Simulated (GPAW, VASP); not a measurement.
An input for GPAW (PBEsol, GPAW PAW datasets PBEsol (made by gpaw-setup)):

```
from ase import Atoms
from ase.units import GPa
from gpaw import GPAW

atoms = Atoms(['Al', 'Al', 'Cu'],
              cell=[[-2.030335, 2.030335, 2.851095],
                    [2.030335, -2.030335, 2.851095],
                    [2.030335, 2.030335, -2.851095]],
              scaled_positions=[[0.750000, 0.250000, 0.500000],
                                [0.250000, 0.750000, 0.500000],
                                [0.500000, 0.500000, 0.000000]],
              pbc=True)

calc = GPAW(mode={'name': 'pw', 'ecut': 850},
            xc='PBEsol',
            kpts=(9, 9, 9),
            occupations={'name': 'methfessel-paxton', 'width': 0.05, 'order': 0},
            nbands=-9,
            convergence={'forces': 0.001},
            symmetry={'symmorphic': False, 'tolerance': 0.0005},
            maxiter=150)

atoms.calc = calc

energy = atoms.get_potential_energy()
print('Energy (eV):', round(energy, 6))
forces = atoms.get_forces()
print('Forces (eV/Ang):')
print(forces.round(5))
stress = atoms.get_stress()
print('Stress (GPa, Voigt):', (stress / GPa).round(4))
```

### Question
Translate it to VASP.

### Answer
One set of files that does it:

**KPOINTS**
```
Regular mesh
0
gamma
 9 9 9
0 0 0
```

**POSCAR**
```
Al2Cu
1.0
 -2.0303350000   2.0303350000   2.8510950000
  2.0303350000  -2.0303350000   2.8510950000
  2.0303350000   2.0303350000  -2.8510950000
Al Cu
2 1
Cart
  0.0000000000   2.0303350000   1.4255475000
  2.0303350000   0.0000000000   1.4255475000
  0.0000000000   0.0000000000   2.8510950000
```

### INCAR
```
! general
SYSTEM   =  Al2Cu
PREC     =  Accurate
ENCUT    =  300
LREAL    =  .False.   ! projection in real space or not
LASPH    =  .True.

! electronic loop
EDIFF    =  1E-6   ! SCF stop (eV)
NELM     =  100   ! most electronic steps
ALGO     =  Normal   ! blocked Davidson
LMAXMIX  =  4   ! l cut-off of mixed one-centre charges

! smearing
ISMEAR   =  0   ! Gaussian
SIGMA    =  0.05   ! width (eV)

! functional
GGA      =  PS   ! PBEsol

! ions
ISIF     =  2   ! forces and stress, cell fixed

! output
LWAVE    =  .False.
LCHARG   =  .False.
```

POTCAR, in this order: Al Cu (PBE.64 set). Program: vasp_std.

Both are inputs of real runs that ended normally. What can't carry over is the choice of potentials or basis and its cut-off, and each code's defaults.

The structure comes from a computed database's Al2Cu entry (I4/mmm); how it stands against other phases isn't given here. The cell was not relaxed at this level, and it may have been scaled.
